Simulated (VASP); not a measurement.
Here is the system:

```
CELL_PARAMETERS angstrom
      0.00000     1.90045     1.90045
      1.90045     0.00000     1.90045
      1.90045     1.90045     0.00000
ATOMIC_POSITIONS crystal
  Li 0.00000 0.00000 0.00000
  F  0.50000 0.50000 0.50000
```

Method: PBE GGA, VASP's PBE PAW potentials (set 64) (plane waves; VASP). Numerical set-up: 620 eV cut-off, 12×12×12 Γ-centred mesh, Gaussian smearing of 0.050 eV, potentials Li_sv F.

**Question.** What does the run give for the energy per atom (σ→0), pressure, band gap (on the k-mesh) with the smallest direct gap where there is one?

**Answer.** 
| Quantity | Result |
|---|---|
| band gap (on the k-mesh) | 10.82 eV |
| smallest direct gap (on the k-mesh) | 10.82 eV |
| energy per atom (σ→0) | -4.736 eV/atom |
| pressure | 20.00 GPa |

Total energies compare only between runs with the same potentials, cut-off and functional.

The compound is LiF in the rock salt structure. It was relaxed first under an external pressure of 20 GPa.
